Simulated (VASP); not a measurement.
Computed with PBEsol GGA + U (Dudarev), VASP's PBE PAW potentials (set 64) (plane waves; VASP).

VASP ran on this input.

**INCAR**
```
SYSTEM  =  NiS2
SIGMA  =  0.02   # width (eV)
LDAUTYPE  =  2   # Dudarev
LDAUL  =  2 -1
ISIF  =  2   # forces and stress, cell fixed
GGA  =  PS   # PBEsol
PREC  =  Accurate
LWAVE  =  .FALSE.
LDAU  =  .TRUE.
NELM  =  100   # most electronic steps
LREAL  =  .FALSE.
LDAUU  =  6.0 0
LASPH  =  .TRUE.
ALGO  =  Normal   # blocked Davidson
LCHARG  =  .FALSE.
LDAUJ  =  0 0
ISMEAR  =  -1
ENCUT  =  300   # plane-wave cut-off (eV)
LMAXMIX  =  4
EDIFF  =  1E-6   # SCF stop (eV)
```

### POSCAR
```
NiS2
1
    4.0776600000     0.0000000000     0.0000000000
    0.0000000000     5.2014700000     0.0000000000
   -2.0102860000     0.0000000000     4.8802210000
Ni S
2 4
Direct
  0.7510600000   0.8336000000   0.7494700000
  0.2489400000   0.3336000000   0.2505300000
  0.2674100000   0.9500100000   0.4171200000
  0.7325900000   0.4500100000   0.5828800000
  0.7667000000   0.2164300000   0.9175400000
  0.2333000000   0.7164300000   0.0824600000
```

**KPOINTS**
```
Automatic mesh
0
Gamma
6 5 5
0 0 0
```

POTCAR, in this order: Ni S (PBE.64 set). Program: vasp_std.

The resulting files:

### OSZICAR
```
       N       E                     dE             d eps       ncg     rms          rms(c)
DAV:   1     0.264013370050E+03    0.26401E+03   -0.14676E+04  2496   0.115E+03
DAV:   2     0.197834316084E+01   -0.26204E+03   -0.25667E+03  2714   0.295E+02
DAV:   3    -0.247806050609E+02   -0.26759E+02   -0.26295E+02  2952   0.110E+02
DAV:   4    -0.255867583946E+02   -0.80615E+00   -0.79972E+00  3018   0.200E+01
DAV:   5    -0.256094187116E+02   -0.22660E-01   -0.22624E-01  3080   0.334E+00    0.218E+01
DAV:   6    -0.259890695459E+02   -0.37965E+00   -0.11162E+01  2696   0.613E+01    0.142E+01
DAV:   7    -0.253598541234E+02    0.62922E+00   -0.92370E+00  2780   0.652E+01    0.956E+00
DAV:   8    -0.252615625554E+02    0.98292E-01   -0.13338E+00  3164   0.185E+01    0.169E+00
DAV:   9    -0.252564539177E+02    0.51086E-02   -0.22486E-01  3738   0.594E+00    0.749E-01
DAV:  10    -0.252692740027E+02   -0.12820E-01   -0.39047E-02  3728   0.176E+00    0.434E-01
DAV:  11    -0.252743140314E+02   -0.50400E-02   -0.89312E-03  3444   0.163E+00    0.236E-01
DAV:  12    -0.252756071973E+02   -0.12932E-02   -0.52036E-03  3442   0.812E-01    0.139E-01
DAV:  13    -0.252756886909E+02   -0.81494E-04   -0.73296E-04  2936   0.232E-01    0.823E-02
DAV:  14    -0.252757018151E+02   -0.13124E-04   -0.99607E-05  3324   0.141E-01    0.323E-02
DAV:  15    -0.252757015416E+02    0.27346E-06   -0.21744E-05  3316   0.718E-02    0.169E-02
DAV:  16    -0.252757024753E+02   -0.93370E-06   -0.63852E-06  2628   0.377E-02
   1 F= -.25275702E+02 E0= -.25275702E+02  d E =-.344013E-10
```

### OUTCAR
```
------------------------ aborting loop because EDIFF is reached ----------------------------------------
  FORCE on cell =-STRESS in cart. coord.  units (eV):
  Direction    XX          YY          ZZ          XY          YZ          ZX
  --------------------------------------------------------------------------------------
  Total       -1.6039043     -2.9266641     -2.7247343      0.0000000      0.0000000     -0.7178741
  in kB      -24.8263256    -45.3009039    -42.1752966      0.0000000      0.0000000    -11.1117452
  external PRESSURE =     -37.4341754 kB  Pullay stress =       0.0000000 kB
  volume of cell :      103.51
      direct lattice vectors                 reciprocal lattice vectors
     4.077660000  0.000000000  0.000000000     0.245238691  0.000000000  0.101019996
     0.000000000  5.201470000  0.000000000     0.000000000  0.192253344  0.000000000
    -2.010286000  0.000000000  4.880221000     0.000000000  0.000000000  0.204908753
 POSITION                                       TOTAL-FORCE (eV/Angst)
 -----------------------------------------------------------------------------------
      1.55592      4.33595      3.65758        -0.017027     -0.004490      0.013817
      0.51146      1.73521      1.22264         0.017027     -0.004490     -0.013817
      0.25188      4.94145      2.03564         0.139676      0.057894      0.025849
      1.81550      2.34071      2.84458        -0.139676      0.057894     -0.025849
      1.28182      1.12575      4.47780         0.150308     -0.053404      0.009458
      0.78555      3.72649      0.40242        -0.150308     -0.053404     -0.009458
 -----------------------------------------------------------------------------------
    total drift:                               -0.000001     -0.000263      0.000004
  FREE ENERGIE OF THE ION-ELECTRON SYSTEM (eV)
  ---------------------------------------------------
  free  energy   TOTEN  =       -25.2757024753 eV

  energy  without entropy=      -25.2757024753  energy(sigma->0) =      -25.27570248
```
(Selected blocks of OUTCAR.)

**OUTCAR**
```
 val. band max:        5.3065570123   @ k =   0.0000   0.0000   0.0000

 cond. band min:       6.1445477699   @ k =   0.1667   0.4000   0.4000


 Fermi energy:         5.7296402868

 k-point     1 :       0.0000    0.0000    0.0000
  band No.  band energies     occupation
      1     -10.8591      2.00000
      2      -9.1858      2.00000
      3      -6.2539      2.00000
      4      -5.9466      2.00000
      5      -1.4826      2.00000
      6      -0.3102      2.00000
      7      -0.2603      2.00000
      8       0.4742      2.00000
      9       0.4904      2.00000
     10       1.0509      2.00000
     11       1.6623      2.00000
     12       1.7242      2.00000
     13       2.1135      2.00000
     14       2.4809      2.00000
     15       2.4845      2.00000
     16       2.7060      2.00000
     17       2.8130      2.00000
     18       2.8242      2.00000
     19       2.9816      2.00000
     20       3.3141      2.00000
     21       4.5152      2.00000
     22       5.3066      2.00000
     23       6.7015      0.00000
     24       7.7714      0.00000
     25       8.3786      0.00000
     26       8.4222      0.00000

 k-point     2 :       0.1667    0.0000    0.0000
  band No.  band energies     occupation
      1     -10.7288      2.00000
      2      -9.2581      2.00000
      3      -6.2416      2.00000
      4      -6.0147      2.00000
      5      -1.4016      2.00000
      6      -0.5981      2.00000
      7      -0.2491      2.00000
      8       0.2747      2.00000
      9       0.6056      2.00000
     10       1.1647      2.00000
     11       1.4659      2.00000
     12       1.8164      2.00000
     13       2.1199      2.00000
     14       2.2858      2.00000
     15       2.4509      2.00000
     16       2.7060      2.00000
     17       2.8000      2.00000
     18       2.8998      2.00000
     19       3.3497      2.00000
     20       3.4470      2.00000
     21       4.4193      2.00000
     22       5.0714      2.00000
...
```

At this cut-off the stress carries a Pulay error, which pulls relaxed volumes low.

The structure comes from a computed database's NiS2 entry; how it stands against other phases isn't given here. The cell was not relaxed at this level. The run is one of a series of settings (LDAU = .TRUE., LDAUJ = 0 0, LDAUL = 2 -1, LDAUTYPE = 2, LDAUU = 6.0 0 against the base run), some of them coarse on purpose. The run is not spin-polarised, so no magnetic state was tried.
